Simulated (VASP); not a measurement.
Level of theory: HSE06 screened hybrid, VASP's PBE PAW potentials (set 64) (plane waves; VASP).

A VASP calculation is set up with these files.

File POSCAR:
```
B31N32Si
7.2488850
  0.9999999760   0.0000000000   0.0000000000
  0.0000000000   0.9999999760   0.0000000000
  0.0000000000   0.0000000000   0.9999999760
B N Si
31 32 1
Direct
  0.5001370416   0.9995860424   0.9997165521
  0.7508294460   0.2488451695   0.9994452467
  0.7507785170   0.9993682662   0.2490153801
  0.0001566853   0.9995643481   0.9996896882
  0.2493517847   0.2488866641   0.9999823694
  0.5000984863   0.4995436347   0.9997010535
  0.7508172953   0.7503385592   0.9999737398
  0.2493360790   0.9998928146   0.2489705961
  0.4998123615   0.2448159424   0.2448671513
  0.7548475042   0.4998761051   0.2449289874
  0.5000860666   0.9995624364   0.4997072912
  0.7548275731   0.2448661090   0.5000026942
  0.7508346609   0.9998315841   0.7504778869
  0.0000716969   0.4995841790   0.9996536460
  0.2493291921   0.7503506121   0.9994188310
  0.0003096868   0.2489016288   0.2489799825
  0.2452321962   0.4993858454   0.2448642704
  0.5002828352   0.7543528303   0.2449109258
  0.0000578958   0.9995720240   0.4997130717
  0.2452735197   0.2448279725   0.4994105867
  0.7548240687   0.7543591914   0.4994653456
  0.2493843109   0.9993677931   0.7504217890
  0.5003418209   0.2448024258   0.7545105577
  0.7548172810   0.4993585354   0.7544898758
  0.9998112440   0.7503649998   0.2489636655
  0.0000919622   0.4995904064   0.4996697753
  0.2452542129   0.7544096759   0.4999356497
  0.9998206949   0.2488573619   0.7504178969
  0.2453052401   0.4998536763   0.7544799981
  0.4998322325   0.7543550709   0.7544835461
  0.0003511095   0.7503360769   0.7504700453
  0.6251861489   0.1231262675   0.1232192328
  0.8765441527   0.3745114237   0.1232026468
  0.8765204960   0.1231389068   0.3746504942
  0.1249658181   0.1244894017   0.1245781929
  0.3749118667   0.3744862803   0.1243849701
  0.6252016652   0.6247555573   0.1243787823
  0.8752200830   0.8747276626   0.1245904244
  0.3749415177   0.1242927690   0.3745443247
  0.6345666123   0.3650921269   0.3651360280
  0.8754024147   0.6247490187   0.3745684762
  0.6252018723   0.1242822116   0.6248833446
  0.8753582793   0.3744595747   0.6248594160
  0.8752362917   0.1244447560   0.8748291216
  0.1235735768   0.6247448719   0.1231709788
  0.3749606724   0.8760778650   0.1232139439
  0.1247688900   0.3744983415   0.3745329811
  0.3654438385   0.6341807723   0.3651251328
  0.6252058746   0.8748894037   0.3745710937
  0.1236293507   0.1231123497   0.6247883709
  0.3655181922   0.3650483691   0.6342602814
  0.6345719713   0.6341185630   0.6342424381
  0.8765747091   0.8760289768   0.6248408538
  0.3749978693   0.1231266623   0.8762063798
  0.6252196206   0.3744377357   0.8750132581
  0.8765488203   0.6247094263   0.8761647331
  0.1235749190   0.8760837851   0.3745995310
  0.1247700873   0.6247468940   0.6248423335
  0.3749351249   0.8749159933   0.6248404394
  0.1236119358   0.3744823322   0.8761351135
  0.3749374467   0.6247191778   0.8749960008
  0.6252129169   0.8760478365   0.8761848058
  0.1250127822   0.8747058139   0.8747751710
  0.5000424810   0.4996338916   0.4996646089
```

KPOINTS:
```
kpoints
0
gamma
  1 1 1
```

INCAR:
```
! general
SYSTEM  =B31N32Si
PREC    =Normal
ENCUT   =400
LREAL   =Auto
LASPH   =.TRUE.   ! aspherical one-centre terms
ISYM    =0
NELECT  =256.0

! electronic loop
EDIFF   =1E-5   ! SCF stop (eV)
NELM    =50   ! most electronic steps
NELMIN  =4
ALGO    =Normal   ! blocked Davidson

! smearing
ISMEAR  =0
SIGMA   =0.05   ! width (eV)

! functional
GGA     =PE   ! PBE
LHFCALC =.TRUE.
AEXX    =0.25
HFSCREEN=0.2   ! 1/Angstrom
PRECFOCK=Fast

! ions
ISIF    =0

! output
LWAVE   =.FALSE.
LCHARG  =.FALSE.
```

POTCAR, in this order: B N Si (PBE.64 set). Program: vasp_gam. Read from the step before: WAVECAR.

The resulting files:

File OSZICAR:
```
       N       E                     dE             d eps       ncg     rms          rms(c)
DAV:   1    -0.656434777403E+03   -0.65643E+03   -0.77304E+00   322   0.834E+00    0.401E+00
DAV:   2    -0.656469555189E+03   -0.34778E-01   -0.12134E-01   364   0.856E-01    0.293E+00
DAV:   3    -0.656450935973E+03    0.18619E-01   -0.96478E-03   372   0.272E-01    0.172E+00
DAV:   4    -0.656445864228E+03    0.50717E-02   -0.62366E-03   379   0.190E-01    0.990E-01
DAV:   5    -0.656444632742E+03    0.12315E-02   -0.12587E-03   372   0.897E-02    0.563E-01
DAV:   6    -0.656444233353E+03    0.39939E-03   -0.26077E-04   347   0.464E-02    0.318E-01
DAV:   7    -0.656444113949E+03    0.11940E-03   -0.84639E-05   363   0.277E-02    0.178E-01
DAV:   8    -0.656444080143E+03    0.33806E-04   -0.18941E-05   228   0.142E-02    0.102E-01
DAV:   9    -0.656444070224E+03    0.99192E-05   -0.68524E-06   219   0.906E-03
   1 F= -.65644407E+03 E0= -.65644407E+03  d E =-.157133E-15
```

### OUTCAR
```
------------------------ aborting loop because EDIFF is reached ----------------------------------------
  volume of cell :      380.90
      direct lattice vectors                 reciprocal lattice vectors
     7.248884826  0.000000000  0.000000000     0.137952254  0.000000000  0.000000000
     0.000000000  7.248884826  0.000000000     0.000000000  0.137952254  0.000000000
     0.000000000  0.000000000  7.248884826     0.000000000  0.000000000  0.137952254
  FREE ENERGIE OF THE ION-ELECTRON SYSTEM (eV)
  ---------------------------------------------------
  free  energy   TOTEN  =      -656.4440702241 eV

  energy  without entropy=     -656.4440702241  energy(sigma->0) =     -656.44407022

  exchange ACFDT corr.  =         0.00000000  see jH, gK, PRB 81, 115126
```
(Selected blocks of OUTCAR.)

### OUTCAR
```
 val. band max:        6.7004333357   @ k =   0.0000   0.0000   0.0000

 cond. band min:      12.3249512445   @ k =   0.0000   0.0000   0.0000


 Fermi energy:         6.9914765872

 k-point     1 :       0.0000    0.0000    0.0000
  band No.  band energies     occupation
      1     -15.3844      2.00000
      2     -13.3840      2.00000
      3     -13.2932      2.00000
      4     -13.2924      2.00000
      5     -13.2917      2.00000
      6     -13.1861      2.00000
      7     -13.1858      2.00000
      8     -11.6549      2.00000
      9     -11.6544      2.00000
     10     -11.6527      2.00000
     11     -11.5034      2.00000
     12     -11.3795      2.00000
     13     -11.3793      2.00000
     14     -11.3698      2.00000
     15     -11.3693      2.00000
     16     -11.3690      2.00000
     17     -11.3500      2.00000
     18     -11.3491      2.00000
     19     -11.3486      2.00000
     20     -10.8383      2.00000
     21     -10.8196      2.00000
     22     -10.8184      2.00000
     23     -10.8178      2.00000
     24      -9.3981      2.00000
     25      -9.3969      2.00000
     26      -9.3966      2.00000
     27      -9.0641      2.00000
     28      -9.0637      2.00000
     29      -9.0627      2.00000
     30      -8.9985      2.00000
     31      -8.9978      2.00000
     32      -8.9974      2.00000
     33      -4.9059      2.00000
     34      -4.8952      2.00000
     35      -4.8949      2.00000
     36      -4.8942      2.00000
     37      -3.0857      2.00000
     38      -3.0856      2.00000
     39      -3.0225      2.00000
     40      -1.7580      2.00000
     41      -1.7574      2.00000
     42      -1.7567      2.00000
     43      -1.6573      2.00000
     44      -1.6571      2.00000
     45      -1.6192      2.00000
     46      -1.6064      2.00000
     47      -1.6061      2.00000
     48      -1.6057      2.00000
     49      -1.5074      2.00000
     50      -1.5072      2.00000
     51      -1.4886      2.00000
...
```

The cell is charged, with a uniform compensating background. The supercell is sampled at Γ alone, which is coarse: total energies, pressure and levels can be off, energies of defects by several tenths of an eV.

The cell is a supercell with a defect, built from BN (zinc blende): Si_B, charge +1. The cell's shape comes from a PBE relaxation. The run is not spin-polarised, so no state with unpaired spins was tried.
